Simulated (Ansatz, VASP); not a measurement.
## HfO2: VASP beside Ansatz

One calculation is typed for both programs; each brings its own data sets. How far apart do they land? The cell is taken from a series of runs on this material, whose earlier steps may have relaxed, scaled, displaced or heated it; both programs get it as it stands.

Method: plane waves, with VASP 6.6.1 beside it; LDA, in Ansatz 0.2.0.

**1. The starting structure**

The structure is monoclinic, space group P2_1/c (No. 14). Conventional cell: a = 4.959 Å, b = 5.139 Å, c = 5.084 Å, α = 90.00°, β = 98.56°, γ = 90.00°. Nearest to O lie 4 Hf at 2.09 to 2.17 Å. O has 3 Hf at 2.01 to 2.13 Å nearest. Hf has 7 O at 2.01 to 2.17 Å nearest. Farther neighbours and most contacts between anions are not listed.

**2. Ansatz: zone-centre phonons, LDA**

Ansatz runs on its PAW soft_1 files.

Second derivatives magnify differences that forces hide, and they need a tight electronic threshold.

Contents of input.yaml:

```yaml
crystal:
  lattice:
    - [4.9593456515, 0.0, 0.0372821979]
    - [0.0, 5.1392665483, 0.0]
    - [-0.7941099865, 0.0, 5.0212645156]
  atoms:
    - { symbol: O, position: [0.4429652291, 0.7610225478, 0.4862349415] }
    - { symbol: O, position: [0.5570347709, 0.2610225478, 0.0137650585] }
    - { symbol: O, position: [0.5570347709, 0.2389774522, 0.5137650585] }
    - { symbol: O, position: [0.4429652291, 0.7389774522, 0.9862349415] }
    - { symbol: O, position: [0.0856022251, 0.3638098893, 0.3177950342] }
    - { symbol: O, position: [0.9143977749, 0.8638098893, 0.1822049658] }
    - { symbol: O, position: [0.9143977749, 0.6361901107, 0.6822049658] }
    - { symbol: O, position: [0.0856022251, 0.1361901107, 0.8177950342] }
    - { symbol: Hf, position: [0.2780042704, 0.0409708277, 0.2098586297] }
    - { symbol: Hf, position: [0.7219957296, 0.5409708277, 0.2901413703] }
    - { symbol: Hf, position: [0.7219957296, 0.9590291723, 0.7901413703] }
    - { symbol: Hf, position: [0.2780042704, 0.4590291723, 0.7098586297] }
kpoints:
  mp_grid: { grid: [4, 4, 4] }
hamiltonian:
  xc: lda
  pseudopotentials: { kind: paw, azcp: { folder: soft_1 }, xc_functional: pbe }
scf:
  occupations: { method: fixed }
output:
  eigenvalues: true
phonons:
  method: dfpt
  dielectric: true
  rigid_motions: translations
```

Run with:

```
> ansatz run input.yaml --threads 8 --pin off --max-ram 20480MiB --backend cpu --events-out ev --progress --plain --runs-dir out
```

Numbers of over 12 decimals in the logs are rounded to 6 here.

The log of the run:

```text
Engine: ansatz 0.2.0, aarch64-unknown-linux-gnu
Pseudopotentials: kind: paw
Pseudopotential: O, paw, valence charge 6, recommended cutoff 420 eV (normal), soft_1/O.paw.azcp
Pseudopotential: Hf, paw, valence charge 26, recommended cutoff 420 eV (normal), soft_1/Hf.paw.azcp
Functional definition: SPW92
  exchange = slater_x
  correlation = pw_c
Crystal: 12 atoms, lattice volume = 128.131 Å³
Basis set: ecut = 420 eV, 2501 PW (Γ), exchange–correlation on 72×72×72 points (8 copies of the dense FFT grid, shifted against one another)
Bands: 92, of which v1, the nominal top of the filled ones, is band 76 counted from 1 (75 counted from 0)
Symmetry: 4 space group operations
k-points: 36 of 64 (irreducible under 1 space group operation, time reversal used)
Non-local potential: O, projectors of the file, l = 0: 2, l = 1: 2, l = 2: 1
Non-local potential: Hf, projectors of the file, l = 0: 3, l = 1: 2, l = 2: 2, l = 3: 3
PAW form: soft (Blöchl's): semilocal exchange-correlation on the pseudo side does not see the compensation charge
PAW frozen core: O, regenerated for the run's functional, and the local potential with it (the file was generated under x = pbe(κ = 0.804, μ = 0.219515), c = pbe(β = 0.066725))
PAW frozen core: Hf, regenerated for the run's functional, and the local potential with it (the file was generated under x = pbe(κ = 0.804, μ = 0.219515), c = pbe(β = 0.066725))
PAW one-centre angular grid: O, 110 points (default); XC on 64 Gauss nodes
PAW one-centre angular grid: Hf, 590 points (default); XC on 64 Gauss nodes
Initial density: superposition of atomic densities (chi_scale 0.1, normalization cell, long waves kept (reshape's long-wave potential 0.02 eV rms))
Initial wavefunctions: pseudopotential atomic-orbital guess
Functional: x = slater, c = lda
SCF iter   1: F=—  HF=-66378.564726 eV  |F-HF|=—  |Δ(HF+E_count)|=         —  Δρ=9.48e-2  dr2=9.80e0  ethr=3.10e-3  ⟨swp⟩=4.9  Hψ=9500  notcnv=0  defer=468
preconditioner: auto → Resta (q_TF=auto, 2.807 Å⁻¹)  ε∞=5.1  [insulator: Δε(μ)=3.309 eV  Ē_g=19.486 eV  n_scr=48 (ndim 8)  ℏωp=39.4 eV  f_vac=0.000  ε∞_Penn≈5.1]
SCF iter   2: F=—  HF=-66376.099120 eV  |F-HF|=—  |Δ(HF+E_count)|=    2.47e0  Δρ=4.32e-2  dr2=2.28e0  ethr=3.10e-3  ⟨swp⟩=2.5  Hψ=6665  notcnv=0  defer=421
SCF iter   3: F=—  HF=-66375.324693 eV  |F-HF|=—  |Δ(HF+E_count)|=   7.74e-1  Δρ=2.27e-2  dr2=6.84e-1  ethr=1.50e-3  ⟨swp⟩=2.0  Hψ=5124  notcnv=0  defer=496
SCF iter   4: F=—  HF=-66375.087779 eV  |F-HF|=—  |Δ(HF+E_count)|=   2.37e-1  Δρ=7.98e-3  dr2=5.71e-2  ethr=4.50e-4  ⟨swp⟩=2.9  Hψ=5856  notcnv=0  defer=501
SCF iter   5: F=—  HF=-66375.107991 eV  |F-HF|=—  |Δ(HF+E_count)|=   2.02e-2  Δρ=4.00e-3  dr2=1.97e-2  ethr=3.76e-5  ⟨swp⟩=2.0  Hψ=5482  notcnv=0  defer=504
SCF iter   6: F=—  HF=-66375.096716 eV  |F-HF|=—  |Δ(HF+E_count)|=   1.13e-2  Δρ=7.76e-4  dr2=6.86e-4  ethr=1.30e-5  ⟨swp⟩=2.1  Hψ=5779  notcnv=0  defer=504
SCF iter   7: F=—  HF=-66375.097765 eV  |F-HF|=—  |Δ(HF+E_count)|=   1.05e-3  Δρ=4.59e-4  dr2=2.17e-4  ethr=4.51e-7  ⟨swp⟩=2.0  Hψ=5818  notcnv=0  defer=496
SCF iter   8: F=—  HF=-66375.097731 eV  |F-HF|=—  |Δ(HF+E_count)|=   3.39e-5  Δρ=2.07e-4  dr2=4.68e-5  ethr=1.43e-7  ⟨swp⟩=2.0  Hψ=5709  notcnv=0  defer=346
SCF iter   9: F=—  HF=-66375.097726 eV  |F-HF|=—  |Δ(HF+E_count)|=   5.33e-6  Δρ=5.65e-5  dr2=2.76e-6  ethr=3.08e-8  ⟨swp⟩=2.0  Hψ=5124  notcnv=0  defer=346
SCF iter  10: F=—  HF=-66375.097726 eV  |F-HF|=—  |Δ(HF+E_count)|=   4.55e-7  Δρ=9.90e-6  dr2=1.21e-7  ethr=1.82e-9  ⟨swp⟩=2.1  Hψ=5527  notcnv=0  defer=345
SCF iter  11: F=—  HF=-66375.097726 eV  |F-HF|=—  |Δ(HF+E_count)|=   8.13e-9  Δρ=2.30e-6  dr2=6.85e-9  ethr=7.96e-11  ⟨swp⟩=2.9  Hψ=5896  notcnv=0  defer=345
SCF iter  12: F=—  HF=-66375.097726 eV  |F-HF|=—  |Δ(HF+E_count)|=  1.46e-10  Δρ=7.81e-7  dr2=6.19e-10  ethr=4.51e-12  ⟨swp⟩=2.2  Hψ=5218  notcnv=0  defer=345
SCF iter  13: F=—  HF=-66375.097726 eV  |F-HF|=—  |Δ(HF+E_count)|=  5.82e-11  Δρ=3.65e-7  dr2=1.30e-10  ethr=1.00e-12  ⟨swp⟩=16.4  Hψ=26883  notcnv=0
SCF iter  14: F=-66375.097726 eV  HF=-66375.097726 eV  |F-HF|=2.91e-11  |Δ(HF+E_count)|=  8.73e-11  Δρ=1.72e-7  dr2=1.95e-11  ethr=1.00e-12  ⟨swp⟩=8.0  Hψ=20508  notcnv=0
SCF 1 converged in 14 iterations: F = -66375.097726 eV  dr2 = 1.95e-11
  greatest PAW one-centre occupation: 0.999 electrons in one spin orbital (limit 2), on the Hf atom at site 10 (counted from 0), in its partial waves of l = 3
NSCF: frozen V_eff on 2 k-points
NSCF: frozen V_eff on 30 k-points
[...]
--- Phonons (Γ-DFPT): 9 representative perturbations + reference (Σ response iterations 59) ---
  k mesh reduced under 1 symmetry operation, with k and −k counted as one. Each operation leaves every solved perturbation unchanged. A smaller set is not considered because the run solves the response to a homogeneous field
  ASR residual: 5.450e-5 → 0.000e0 eV/Å²; symmetrization residual: 3.267e-6 eV/Å²
  ASR residual per site (eV/Å²): 1.30e-5 1.30e-5 1.30e-5 1.30e-5 5.45e-5 5.45e-5 5.45e-5 5.45e-5 1.01e-5 1.01e-5 1.01e-5 1.01e-5
  Γ frequencies (cm⁻¹): 0.00 0.00 0.00 138.38 141.65 141.71 152.71 172.06 181.12 181.31 245.98 246.23 265.47 273.83 275.24 326.68 350.64 371.22 377.09 394.30 414.07 424.50 430.52 448.76 487.63 492.59 504.06 539.18 583.89 599.24 631.40 675.86 686.77 696.98 760.21 780.03
  ε∞ (high-frequency dielectric tensor):
        5.145969     0.000000     0.178965
        0.000000     5.215279     0.000000
        0.178965     0.000000     4.806696
  ε⁰ (static dielectric tensor: ions relaxed, cell fixed):
       19.128024     0.000000     1.248975
        0.000000    17.555742     0.000000
        1.248975     0.000000    14.023498
  ε⁰ − ε∞ (ionic part):
       13.982055     0.000000     1.070010
        0.000000    12.340463    -0.000000
        1.070010    -0.000000     9.216803
  softest optical mode at Γ: 138.38 cm⁻¹; the repairs (sum rule, projections) moved no ω² at Γ by more than (1.74 cm⁻¹)²
  Born effective charges Z* (e; rows j = field, columns β = displacement):
    site 0:
        -2.38713    0.05078   -0.03302
         0.10039   -2.82970    0.37849
        -0.06572    0.44747   -2.51196
    site 1:
        -2.38713   -0.05078   -0.03302
        -0.10039   -2.82970   -0.37849
        -0.06572   -0.44747   -2.51196
    site 2:
        -2.38713    0.05078   -0.03302
         0.10039   -2.82970    0.37849
        -0.06572    0.44747   -2.51196
    site 3:
        -2.38713   -0.05078   -0.03302
        -0.10039   -2.82970   -0.37849
        -0.06572   -0.44747   -2.51196
    site 4:
        -2.99034    1.00389   -0.24002
         1.27600   -2.62865   -0.57322
        -0.20672   -0.51461   -2.17622
    site 5:
[...]
site 6:
[...]
site 7:
[...]
site 8:
[...]
site 9:
[...]
site 10:
[...]
site 11:
[...]
Z* charge neutrality: 3.716e-3 e pre-enforcement
  solved inside a basis spanned on kpoints, on 6×6×6 k-points, taken by the longest dipole's decay: ε∞ is read to err by 1.5e-2, Z* by 1.4e-1 e (field_mesh: kpoints solves on kpoints); Z* is corrected for what the basis lacks
  optical modes at Γ without the LO–TO term, one row a degenerate level:
      ω (cm⁻¹)  modes    IR ((D/Å)²/amu)
[...]
optical modes at Γ + LO–TO along q̂ = [1.0000, 0.0000, 0.0000]:
      ω (cm⁻¹)  modes    IR ((D/Å)²/amu)
[...]
optical modes at Γ + LO–TO along q̂ = [0.0000, 1.0000, 0.0000]:
      ω (cm⁻¹)  modes    IR ((D/Å)²/amu)
[...]
optical modes at Γ + LO–TO along q̂ = [0.0000, 0.0000, 1.0000]:
      ω (cm⁻¹)  modes    IR ((D/Å)²/amu)
[...]
599.24      1             0.0000
        631.40      1            17.7827
        658.38      1            74.6694
        675.86      1             0.0000
        686.77      1             0.0000
        696.98      1             0.2252
        762.43      1            18.8805
        780.03      1             0.0000
```

The column dr2 measures how far the density is from self-consistency, as an energy; F and HF (Harris–Foulkes) agree once it is small.

(Part 1 of 3 ends here.)

[Lines on the potential files, build, host, timing and source positions are cut from VASP's logs without a mark.]

[Logs are printed without paths, hosts, clocks, repeated set-up lines and the standing remarks that a program may print on its own settings, such as how far it seeks lower states.]

[Hosts, paths, dates, database ids (printed as entryN), source tags and the programs' standing remarks are cut or masked in the printed files.]
